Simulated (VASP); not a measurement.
Input:

```yaml
crystal:
  lattice:
    - [0.00000, 3.28316, 3.28316]
    - [3.28316, 0.00000, 3.28316]
    - [3.28316, 3.28316, 0.00000]
  atoms:
    - { symbol: In, position: [0.00000, 0.00000, 0.00000] }
    - { symbol: Sb, position: [0.25000, 0.25000, 0.25000] }
```

Level of theory: HSEsol screened hybrid, VASP's PBE PAW potentials (set 64) (plane waves; VASP). Run with 520 eV cut-off, 6×6×6 Γ-centred mesh, Gaussian smearing of 0.050 eV, potentials In_d Sb.

Problem. Give the stress tensor in GPa (positive for a compressed cell).

Solution. 
```
-2.30   0.00   0.00
 0.00  -2.30   0.00
 0.00   0.00  -2.30
```
The pressure is its mean diagonal, -2.30 GPa.

The compound is InSb in the zinc blende structure. This cell is one point of a volume scan, at 0.97 of the reference volume. The cell's shape comes from a PBE relaxation.
